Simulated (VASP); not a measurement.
Consider the following.

```yaml
crystal:
  lattice:
    - [0.00000, 2.82650, 2.82650]
    - [2.82650, 0.00000, 2.82650]
    - [2.82650, 2.82650, 0.00000]
  atoms:
    - { symbol: Mg, position: [0.00000, 0.00000, 0.00000] }
    - { symbol: S, position: [0.75000, 0.75000, 0.75000] }
```

Calculation: r2SCAN meta-GGA, VASP's PBE PAW potentials (set 64) (plane waves; VASP 6.6.1). Settings: 400 eV cut-off, 9×9×9 Γ-centred mesh, tetrahedra with Blöchl corrections, potentials Mg S.

### Question
Estimate the energy per atom (σ→0), band gap (over mesh and band path) with the smallest direct gap where there is one.

### Answer

```json
{
  "band gap (over mesh and band path)": "4.15 eV",
  "smallest direct gap (over mesh and band path)": "4.15 eV",
  "energy per atom (σ→0)": "-7.725 eV/atom"
}
```

The structure comes from a computed database's MgS entry (F-43m); how it stands against other phases isn't given here. It was relaxed first.
